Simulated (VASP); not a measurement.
Level of theory: PBE GGA, VASP's PBE PAW potentials (set 64) (plane waves; VASP).

The input files of a VASP run:

### INCAR
```
! general
SYSTEM = SiO2
PREC   = Accurate
ENCUT  = 400   ! plane-wave cut-off (eV)
LREAL  = F   ! projection in real space or not
LASPH  = T   ! aspherical one-centre terms

! electronic loop
EDIFF  = 1E-6
NELM   = 100   ! most electronic steps
ALGO   = Normal   ! blocked Davidson

! smearing
ISMEAR = -1   ! Fermi-Dirac
SIGMA  = 0.05   ! width (eV)

! functional
GGA    = PE

! ions
ISIF   = 2   ! forces and stress, cell fixed

! output
LWAVE  = F
LCHARG = F
```

KPOINTS:
```
Regular mesh
0
Gamma
5 5 8
0 0 0
```

File POSCAR:
```
SiO2
1
    4.2222180000     0.0000000000     0.0000000000
    0.0000000000     4.2222180000     0.0000000000
    0.0000000000     0.0000000000     2.6969670000
Si O
2 4
Direct
  0.0000000000   0.0000000000   0.0000000000
  0.5000000000   0.5000000000   0.5000000000
  0.3060000000   0.3060000000   0.0000000000
  0.8060000000   0.1940000000   0.5000000000
  0.1940000000   0.8060000000   0.5000000000
  0.6940000000   0.6940000000   0.0000000000
```

POTCAR, in this order: Si O (PBE.64 set). Program: vasp_std.

What VASP printed:

File OSZICAR:
```
       N       E                     dE             d eps       ncg     rms          rms(c)
DAV:   1     0.136956864978E+03    0.13696E+03   -0.15702E+04  1208   0.124E+03
DAV:   2    -0.452295720735E+02   -0.18219E+03   -0.17511E+03  1620   0.291E+02
DAV:   3    -0.507994293075E+02   -0.55699E+01   -0.55494E+01  1436   0.553E+01
DAV:   4    -0.508422064626E+02   -0.42777E-01   -0.42733E-01  1412   0.542E+00
DAV:   5    -0.508427006841E+02   -0.49422E-03   -0.49415E-03  1408   0.553E-01    0.168E+01
DAV:   6    -0.463507112369E+02    0.44920E+01   -0.17509E+01  1328   0.290E+01    0.755E+00
DAV:   7    -0.463657462271E+02   -0.15035E-01   -0.50761E-01  1420   0.497E+00    0.290E+00
DAV:   8    -0.463789675807E+02   -0.13221E-01   -0.18639E-02  1340   0.134E+00    0.107E+00
DAV:   9    -0.463852716269E+02   -0.63040E-02   -0.79553E-03  1404   0.925E-01    0.270E-01
DAV:  10    -0.463855053236E+02   -0.23370E-03   -0.71367E-04  1400   0.219E-01    0.450E-02
DAV:  11    -0.463854687997E+02    0.36524E-04   -0.16455E-04  1380   0.950E-02    0.628E-03
DAV:  12    -0.463854701619E+02   -0.13622E-05   -0.84974E-06  1404   0.217E-02    0.490E-03
DAV:  13    -0.463854699619E+02    0.20000E-06   -0.12502E-06   804   0.885E-03
   1 F= -.46385470E+02 E0= -.46385470E+02  d E =-.197506E-10
```

### OUTCAR
```
------------------------ aborting loop because EDIFF is reached ----------------------------------------
  FORCE on cell =-STRESS in cart. coord.  units (eV):
  Direction    XX          YY          ZZ          XY          YZ          ZX
  --------------------------------------------------------------------------------------
  Total       -2.2828347     -2.2828347     -2.3322509      0.0000000      0.0000000      0.0000000
  in kB      -76.0725733    -76.0725733    -77.7193048      0.0000000      0.0000000      0.0000000
  external PRESSURE =     -76.6214838 kB  Pullay stress =       0.0000000 kB
  volume of cell :       48.08
      direct lattice vectors                 reciprocal lattice vectors
     4.222218000  0.000000000  0.000000000     0.236842342  0.000000000  0.000000000
     0.000000000  4.222218000  0.000000000     0.000000000  0.236842342  0.000000000
     0.000000000  0.000000000  2.696967000     0.000000000  0.000000000  0.370786888
 POSITION                                       TOTAL-FORCE (eV/Angst)
 -----------------------------------------------------------------------------------
      0.00000      0.00000      0.00000         0.000000     -0.000000      0.000000
      2.11111      2.11111      1.34848         0.000000     -0.000000      0.000000
      1.29200      1.29200      0.00000         0.084651      0.084651      0.000000
      3.40311      0.81911      1.34848         0.084651     -0.084651      0.000000
      0.81911      3.40311      1.34848        -0.084651      0.084651      0.000000
      2.93022      2.93022      0.00000        -0.084651     -0.084651      0.000000
 -----------------------------------------------------------------------------------
    total drift:                                0.000000      0.000000     -0.000000
  FREE ENERGIE OF THE ION-ELECTRON SYSTEM (eV)
  ---------------------------------------------------
  free  energy   TOTEN  =       -46.3854699619 eV

  energy  without entropy=      -46.3854699618  energy(sigma->0) =      -46.38546996
```
(Selected blocks of OUTCAR.)

**OUTCAR**
```
 val. band max:        7.8093921867   @ k =   0.0000   0.0000   0.0000

 cond. band min:      12.8336857360   @ k =   0.0000   0.0000   0.0000


 Fermi energy:         8.8180396565

 k-point     1 :       0.0000    0.0000    0.0000
  band No.  band energies     occupation
      1     -14.4473      2.00000
      2     -10.9762      2.00000
      3     -10.9762      2.00000
      4     -10.7496      2.00000
      5      -2.9006      2.00000
      6       1.5368      2.00000
      7       1.5368      2.00000
      8       1.8179      2.00000
      9       2.5225      2.00000
     10       2.8522      2.00000
     11       4.7468      2.00000
     12       4.7468      2.00000
     13       5.3019      2.00000
     14       6.9396      2.00000
     15       6.9396      2.00000
     16       7.8094      2.00000
     17      12.8337      0.00000
     18      14.3775      0.00000
     19      16.0294      0.00000
     20      16.0294      0.00000

 k-point     2 :       0.2000    0.0000    0.0000
  band No.  band energies     occupation
      1     -14.2454      2.00000
      2     -11.7667      2.00000
      3     -10.8773      2.00000
      4     -10.3767      2.00000
      5      -2.6114      2.00000
      6       0.5892      2.00000
      7       1.6966      2.00000
      8       2.4488      2.00000
      9       2.6759      2.00000
     10       3.5451      2.00000
     11       4.3913      2.00000
     12       4.8357      2.00000
     13       5.3641      2.00000
     14       6.1343      2.00000
     15       6.8736      2.00000
     16       7.5092      2.00000
     17      13.4683      0.00000
     18      14.6933      0.00000
     19      16.1323      0.00000
     20      16.1626      0.00000

 k-point     3 :       0.4000    0.0000    0.0000
  band No.  band energies     occupation
      1     -13.6655      2.00000
      2     -12.7842      2.00000
      3     -10.6289      2.00000
      4     -10.3769      2.00000
      5      -1.8396      2.00000
...
```

At this cut-off the stress carries a Pulay error, which pulls relaxed volumes low.

The structure is a typed SiO2 crystal (P4_2/mnm). The cell was not relaxed at this level.
